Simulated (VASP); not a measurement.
Input for VASP

**INCAR**
```
ALGO = Normal
EDIFF = 1E-6
EDIFFG = -0.02
ENCUT = 500
GGA = PS
IBRION = 2
ISIF = 3
ISMEAR = 0
LASPH = .TRUE.
LCHARG = .FALSE.
LMAXMIX = 4
LREAL = .FALSE.
LWAVE = .FALSE.
NELM = 100
NSW = 40
PREC = Accurate
PSTRESS = 100
SIGMA = 0.05
SYSTEM = InP
```

POSCAR:
```
InP
1
    4.0622364034     0.0000000000     0.0000000000
   -2.0311182018     3.5180004446     0.0000000000
    0.0000000000     0.0000000000     6.6599164253
In P
2 2
Direct
  0.3333330000   0.6666670000   0.0001411595
  0.6666670000   0.3333330000   0.5001411595
  0.3333330000   0.6666670000   0.3748588405
  0.6666670000   0.3333330000   0.8748588405
```

### KPOINTS
```
Automatic mesh
0
Gamma
6 6 4
0 0 0
```

POTCAR, in this order: In_d P (PBE.64 set). Program: vasp_std.

Problem. Translate this PBEsol calculation to Quantum ESPRESSO's pw.x.

Solution. One equivalent input (not run):
```
&CONTROL
  calculation = 'vc-relax'
  pseudo_dir = './pseudo'
  outdir = './out'
  tprnfor = .true.
  tstress = .true.
  nstep = 40
  forc_conv_thr = 0.00078
/
&SYSTEM
  ibrav = 0
  nat = 4
  ntyp = 2
  ecutwfc = 70
  occupations = 'smearing'
  smearing = 'gaussian'
  degauss = 0.003675
  input_dft = 'pbesol'
/
&ELECTRONS
  conv_thr = 7.3e-08
  electron_maxstep = 100
/
&IONS
/
&CELL
  press = 100
/
ATOMIC_SPECIES
  In 114.818 In.upf
  P 30.974 P.upf
CELL_PARAMETERS angstrom
     4.0622364    0.0000000    0.0000000
    -2.0311182    3.5180004    0.0000000
     0.0000000    0.0000000    6.6599164
ATOMIC_POSITIONS crystal
  In   0.3333330  0.6666670  0.0001412
  In   0.6666670  0.3333330  0.5001412
  P    0.3333330  0.6666670  0.3748588
  P    0.6666670  0.3333330  0.8748588
K_POINTS automatic
  6 6 4 0 0 0
```
Limits of the translation: the potentials are each code's own (VASP's PAW set, PseudoDojo norm-conserving files in pw.x), so ENCUT and ecutwfc are chosen apart and not converted; conv_thr bounds pw.x's estimated SCF error, while EDIFF bounds the energy change between steps; forc_conv_thr acts on force components and is met together with etot_conv_thr.

The structure was generated: InP was put into the wurtzite type (P6_3mc), which need not be its known phase. This run relaxes it under an external pressure of 10 GPa. Symmetry was kept, so distortions that lower it aren't found.
